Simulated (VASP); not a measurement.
```
CELL_PARAMETERS angstrom
      0.00000     3.99707     3.99707
      3.99707     0.00000     3.99707
      3.99707     3.99707     0.00000
ATOMIC_POSITIONS crystal
  Si 0.12500 0.12500 0.12500
  Si 0.62500 0.12500 0.12500
  Si 0.12500 0.62500 0.12500
  Si 0.12500 0.12500 0.62500
  Si 0.75000 0.75000 0.75000
  Si 0.50000 0.50000 0.50000
  N  0.36260 0.36260 0.36260
  N  0.91220 0.36260 0.36260
  N  0.36260 0.91220 0.36260
  N  0.36260 0.36260 0.91220
  N  0.88740 0.88740 0.88740
  N  0.33780 0.88740 0.88740
  N  0.88740 0.33780 0.88740
  N  0.88740 0.88740 0.33780
```

Method: PBE GGA, VASP's PBE PAW potentials (set 64) (plane waves; VASP). Run with LREAL = Auto, 400 eV cut-off, 7×7×7 Γ-centred mesh, Fermi-Dirac smearing of 0.14 eV, potentials Si N.

At this cut-off the stress carries a Pulay error, which pulls relaxed volumes low.

### Question
Which forces act on the atoms, in eV/Å?

### Answer

```tsv
atom	Fx	Fy	Fz
Si1	0.000	0.000	0.000
Si2	0.000	0.000	0.000
Si3	0.000	0.000	0.000
Si4	0.000	0.000	0.000
Si5	0.000	0.000	0.000
Si6	0.000	0.000	0.000
N7	1.254	1.254	1.254
N8	1.254	-1.254	-1.254
N9	-1.254	1.254	-1.254
N10	-1.254	-1.254	1.254
N11	-1.254	-1.254	-1.254
N12	-1.254	1.254	1.254
N13	1.254	-1.254	1.254
N14	1.254	1.254	-1.254
```

### Question
Give the stress tensor in GPa (positive for a compressed cell).

### Answer

```
-20.10    0.00    0.00
  0.00  -20.10    0.00
  0.00    0.00  -20.10
```
The pressure is its mean diagonal, -20.10 GPa.

The structure was generated: Si3N4 was put into an ordered model structure, which need not be its known phase. The cell was not relaxed at this level.
